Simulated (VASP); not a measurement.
Sn:

```xyz
2
Lattice="-2.9196 2.9196 1.5938 2.9196 -2.9196 1.5938 2.9196 2.9196 -1.5938" Properties=species:S:1:pos:R:3 pbc="T T T"
Sn    0.0000    0.0000    0.0000
Sn    0.0000    2.9196    0.7969
```

```yaml
Program: VASP 6.6.1
Task: relaxation of cell and atoms
Functional: PBE
Potentials_or_basis: VASP PAW PBE potentials, release 64 (Sn_d)
Cutoff: 520 eV
k_mesh: 10 × 10 × 10
Occupations: gaussian, width 0.1 eV
Spin: no spin polarisation
```

At the start: pressure 2.3 GPa; volume 27.17 Å³/atom.

Question: Where does the relaxation end?

Answer: Over 8 steps the energy falls by 9.8 meV/atom and the volume is 28.40 Å³/atom (+4.5 %); space group I4_1/amd (No. 141, to 0.05 Å).

The path:
```tsv
step	energy change (eV)	largest force (eV/Å)	pressure (GPa)	volume (Å³)
1	0.0000	0.0000	2.31	54.34
2	-0.0172	0.0000	-0.55	57.48
3	-0.0181	0.0000	-0.06	56.87
4	-0.0190	0.0000	-0.05	56.85
5	-0.0196	0.0000	-0.03	56.82
6	-0.0196	0.0000	-0.03	56.82
7	-0.0196	0.0000	0.02	56.77
8	-0.0196	0.0000	0.00	56.79
```

Final structure:
```
CELL_PARAMETERS angstrom
-2.98384 2.98384 1.59466
2.98384 -2.98384 1.59466
2.98384 2.98384 -1.59466
ATOMIC_POSITIONS crystal
Sn 0.00000 0.00000 0.00000
Sn 0.75000 0.25000 0.50000
```
